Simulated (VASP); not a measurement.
Input:

```
KF
1.0
    0.00000     2.67072     2.67072
    2.67072     0.00000     2.67072
    2.67072     2.67072     0.00000
K F
1 1
Direct
  0.00000   0.00000   0.00000
  0.50000   0.50000   0.50000
```

Level of theory: rev-vdW-DF2, VASP's PBE PAW potentials (set 64) (plane waves; VASP). Run with 520 eV cut-off, 9×9×9 Γ-centred mesh, Gaussian smearing of 0.050 eV, potentials K_sv F.

Task: Estimate the energy per atom (σ→0), band gap (on the k-mesh) with the smallest direct gap where there is one.

Result: 
The band gap (on the k-mesh) is 6.06 eV and the smallest direct gap (on the k-mesh) is 6.06 eV. The energy per atom (σ→0) comes out as -2.420 eV/atom.

Total energies compare only between runs with the same potentials, cut-off and functional.

The compound is KF in the rock salt structure. It was relaxed first.
